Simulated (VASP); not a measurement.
Given:

```xyz
1
Lattice="0.0000 1.8005 1.8005 1.8005 0.0000 1.8005 1.8005 1.8005 0.0000" Properties=species:S:1:pos:R:3 pbc="T T T"
Cu     0.0000     0.0000     0.0000
```

The numbers are results of optB86b-vdW, VASP's PBE PAW potentials (set 64) (plane waves; VASP 6.6.1), not measurements. Numerical set-up: 520 eV cut-off, Gaussian smearing of 0.050 eV, potentials Cu.

Estimate the band gap (along the path) with the smallest direct gap where there is one.

```yaml
band gap (along the path): none (metal, semimetal or under 0.01 eV)
```

Only differences to runs with the same potentials and settings are physical.

The compound is Cu in the fcc structure. It was relaxed first.
